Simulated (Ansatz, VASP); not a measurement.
In3Cu in VASP and in Ansatz

```
In Cu
1.0
     4.48277    0.00000    0.00000
     0.00000    4.48277    0.00000
     0.00000    0.00000    4.48277
In Cu
3 1
Direct
  0.00000 0.50000 0.50000
  0.50000 0.00000 0.50000
  0.50000 0.50000 0.00000
  0.00000 0.00000 0.00000
```

The cell comes from a database or a generator and needn't be the stable form of this composition.

Alike in both runs: task single point; functional revPBE; k mesh 5 × 5 × 5; occupations gaussian, width 0.05 eV; no spin polarisation.

|  | VASP | Ansatz |
| --- | --- | --- |
| version | VASP 6.6.1 | Ansatz 0.2.0 |
| potentials or method | VASP PAW PBE potentials, release 64 (In_d, Cu) | plane waves, PAW |
| plane-wave cutoff (eV) | 520 | 420 |
| valence electrons in the cell | 50 | 58 |

|  | VASP | Ansatz | Ansatz less VASP |
| --- | --- | --- | --- |
| pressure (GPa) | 2.3 | 2.3 | -0.04 |

With one functional, cell and mesh, what is left measures potentials, basis and numerics. The two sets of potentials don't hold the same shells in valence.

Caveats: the PAW data sets were made with another functional, which shifts forces and pressure a little (VASP).
